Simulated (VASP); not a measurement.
Here is the system:

```xyz
2
Lattice="0.0000 2.9928 2.9928 2.9928 0.0000 2.9928 2.9928 2.9928 0.0000" Properties=species:S:1:pos:R:3 pbc="T T T"
Ga     0.0000     0.0000     0.0000
Sb     1.4964     1.4964     1.4964
```

Calculation: r2SCAN+rVV10, VASP's PBE PAW potentials (set 64) (plane waves; VASP 6.6.1). Settings: 520 eV cut-off, 8×8×8 Γ-centred mesh, Gaussian smearing of 0.050 eV, potentials Ga_d Sb.

Unless said otherwise, spin-orbit coupling is left out, though it shifts the bands of the heavy elements here.

Question: What does the run give for the energy per atom (σ→0), pressure, band gap (on the k-mesh) with the smallest direct gap where there is one?

Answer: 
band gap (on the k-mesh): 0.82 eV
smallest direct gap (on the k-mesh): 0.96 eV
energy per atom (σ→0): -18.469 eV/atom
pressure: 4.03 GPa

The compound is GaSb in the zinc blende structure. This cell is one point of a volume scan, at 0.94 of the reference volume.
